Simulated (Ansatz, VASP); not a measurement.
# Cross-check of InSe between VASP and Ansatz, part 3 of 3

Aim: how closely do two programs agree when they are given the same cell, functional and k mesh? Of the first pair: The cell is taken from a series of runs on this material, whose earlier steps may have relaxed, scaled, displaced or heated it; both programs get it as it stands.

VASP 6.6.1 and Ansatz 0.2.0.

So far. Step 6 (VASP: single point, LDA, start cell, pair 2): The run ends at a pressure of 5.38 GPa, with forces up to 0.20 eV/Å.

### 9. Ansatz: relaxation, LDA

Level of this step: Ansatz beside VASP: Kohn-Sham DFT, plane waves, LDA (Ansatz).

The two programs are compared at the cell with which this relaxation starts, whose forces are those of its first step. The cell compared in this pair holds 102.25 Å³, against 100.03 Å³ for the pair before.

The structure compared here is the start of the Ansatz relaxation; VASP solves that cell, so the two are compared at the walk's first step.

input.yaml reads:

```yaml
crystal:
  lattice:
    - [1.9421026243, 1.1212734729, 7.8256756321]
    - [-1.9421026243, 1.1212734729, 7.8256756321]
    - [0.0, -2.2425469459, 7.8256756321]
  atoms:
    - { symbol: Se, position: [0.389259117, 0.389259117, 0.389259117] }
    - { symbol: Se, position: [0.1661865818, 0.1661865818, 0.1661865818] }
    - { symbol: In, position: [1.0015253042, 0.0015253042, 0.0015253042] }
    - { symbol: In, position: [0.8870289969, 0.8870289969, 0.8870289969] }
kpoints:
  mp_grid: { grid: [12, 12, 12] }
hamiltonian:
  xc: lda
  pseudopotentials: { kind: paw, azcp: { folder: soft_1 }, xc_functional: pbe }
scf:
  occupations: { method: gaussian, width: 0.01 }
output:
  forces: true
  stress: true
  eigenvalues: true
relax:
  adjacent_minimum: "off"
  f_tol: 0.001
  max_steps: 60
  cell: { stress_tol: 0.01, fix: [volume] }
```

On the command line:

```
$ ansatz run input.yaml --threads 4 --pin off --max-ram 16384MiB --backend cpu --events-out ev --progress --plain --runs-dir out
```

Numbers of over 12 decimals in the logs are rounded to 6 here.

What it wrote:

```text
[...]
Crystal: 4 atoms, lattice volume = 102.248 Å³
Basis set: ecut = 420 eV, 2019 PW (Γ), FFT grids on a1−a3, a2−a3, a3
Bands: 35, of which v1, the nominal top of the filled ones, is band 29 counted from 1 (28 counted from 0)
Symmetry: 6 space group operations
[...]
k-points: 189 of 1728 (time reversal used)
[...]
--- Relaxed structure (5 steps of the walk, 4 accepted, 1 SCFs on fresh bases) ---
[...]
cell:  # Å, volume = 102.2485 Å³
    - [1.943135, 1.121870, 7.817362]
    - [-1.943135, 1.121870, 7.817362]
    - [0, -2.243739, 7.817362]
  atoms:
    - { symbol: Se, position: [0.390213, 0.390213, 0.390213] }
    - { symbol: Se, position: [0.165266, 0.165266, 0.165266] }
    - { symbol: In, position: [1.001679, 0.00167903, 0.00167903] }
    - { symbol: In, position: [0.886842, 0.886842, 0.886842] }
[key lines of the parts left out:]
SCF converged after 6 iterations
Free energy (F): -21682.783272 eV
Fermi energy:    8.929785 eV
P = ⅓ Tr σ = 3.4800 GPa (34.800 kbar)
```

### 10. VASP: single point, LDA, start cell, pair 3

The same cell, functional (in two slightly different forms), mesh and smearing now go to VASP, with its own data sets.

INCAR reads:

```
SYSTEM = InSe
PREC = Accurate
ENCUT = 400
EDIFF = 1E-06
NELM = 120
ISMEAR = 0
SIGMA = 0.01
LREAL = .FALSE.
ALGO = Normal
GGA = PW92
NBANDS = 25
LORBIT = 11
LWAVE = .FALSE.
LCHARG = .FALSE.
ISIF = 2
LASPH = .TRUE.
GGA_COMPAT = .FALSE.
EFERMI = MIDGAP
KPAR = 2
```

POSCAR reads:

```
InSe
1.0
    1.9421030000      1.1212730000      7.8256760000
   -1.9421030000      1.1212730000      7.8256760000
    0.0000000000     -2.2425470000      7.8256760000
Se In
2 2
Direct
    0.3892591668      0.3892591668      0.3892589932
    0.1661866382      0.1661866382      0.1661864646
    0.0015253361      0.0015253361      0.0015251625
    0.8870290293      0.8870290293      0.8870288557
```

KPOINTS reads:

```
Automatic mesh
0
Gamma
12 12 12
0 0 0
```

The projector-augmented-wave data sets are Se and In_d (LDA family, release 64).

On the command line:

```
$ mpirun -np 2 vasp_std
```

What it wrote:

```text
[... set-up lines as in an earlier step ...]
 entering main loop
       N       E                     dE             d eps       ncg     rms          rms(c)
DAV:   1     0.310060003428E+03    0.31006E+03   -0.15247E+04  9450   0.146E+03
DAV:   2     0.163092825432E+02   -0.29375E+03   -0.28759E+03  9809   0.371E+02
DAV:   3    -0.158068114513E+02   -0.32116E+02   -0.31487E+02 12304   0.141E+02
DAV:   4    -0.170060911169E+02   -0.11993E+01   -0.11973E+01 10895   0.292E+01
[...]
DAV:  11    -0.165634100359E+02   -0.11273E-04   -0.82825E-05 12256   0.897E-02    0.195E-02
DAV:  12    -0.165634059218E+02    0.41141E-05   -0.12979E-05 13415   0.364E-02    0.159E-02
DAV:  13    -0.165634062446E+02   -0.32278E-06   -0.19062E-06  7733   0.880E-03
   1 F= -.16563406E+02 E0= -.16563406E+02  d E =0.000000E+00
```

OUTCAR, selected parts (step 10):

```text
  Total        2.6034991      2.6034975      2.6560517      0.0000000     -0.0000001      0.0000000
  in kB       40.7953959     40.7953700     41.6188662      0.0000000     -0.0000018      0.0000000
  external PRESSURE =      41.0698773 kB  Pullay stress =       0.0000000 kB

 POSITION                                       TOTAL-FORCE (eV/Angst)
 -----------------------------------------------------------------------------------
      0.00000      0.00000      9.13865         0.000000     -0.000000      0.189910
      0.00000      0.00000      3.90157         0.000000      0.000000     -0.187042
      0.00000      0.00000      0.03581         0.000000      0.000000     -0.097660
      0.00000     -0.00000     20.82480         0.000000     -0.000000      0.094792
 -----------------------------------------------------------------------------------
    total drift:                                0.000000     -0.000609      0.000439

  FREE ENERGIE OF THE ION-ELECTRON SYSTEM (eV)
  ---------------------------------------------------
  free  energy   TOTEN  =       -16.5634062446 eV

  energy  without entropy=      -16.5634062446  energy(sigma->0) =      -16.56340624

[... 1 part as in an earlier step ...]

[... 2 further parts left out ...]
[key lines of the parts left out:]
E-fermi :   5.6771
```

The run ends at a pressure of 4.11 GPa, with forces up to 0.19 eV/Å.

### 11. Differences

What differs besides the data sets and the points named for the pairs above, as far as they apply: the data sets hold 58 valence electrons in Ansatz (on its PAW soft_1 files) and 38 in VASP. Total energies have different zeros and are not compared.

Forces (eV/Å; atoms numbered as in POSCAR):

```csv
atom,"Ansatz x, y, z","VASP x, y, z"
Se1,"0.000, 0.000, 0.164","0.000, 0.000, 0.190"
Se2,"0.000, 0.000, -0.161","0.000, 0.000, -0.187"
In3,"0.000, 0.000, -0.084","0.000, 0.000, -0.098"
In4,"0.000, 0.000, 0.081","0.000, 0.000, 0.095"
```

The forces differ by 12 meV/Å r.m.s., which is 13.7 % of the r.m.s. force of 0.086 eV/Å (both taken over all components).

### 12. Summary of results

```
difference in volume (relaxation of cell and atoms, LDA)        : -0.22 %
r.m.s. force difference (single point, LDA, start cell, pair 2) : 12 meV/Å
r.m.s. force difference (single point, LDA, start cell, pair 3) : 12 meV/Å
```

What this shows: The r.m.s. force difference is 12 meV/Å (single point, LDA, start cell, pair 2), at about the 12 meV/Å picked in this series as the mark of a large difference. The data sets hold unlike numbers of valence electrons (58 in Ansatz and 38 in VASP), so part of the differences comes from the potentials. For single point, LDA, start cell, pair 2, no further run moves any of the tabulated differences by more than a quarter of its size. 2 further runs of this series are not shown here. How closely two codes agree says nothing of how well the functional describes the real material.

[Lines on the potential files, build, host, timing and source positions are cut from VASP's logs without a mark.]

[Logs are printed without paths, hosts, clocks, repeated set-up lines and the standing remarks that a program may print on its own settings, such as how far it seeks lower states.]

[Hosts, paths, dates, database ids (printed as entryN), source tags and the programs' standing remarks are cut or masked in the printed files.]
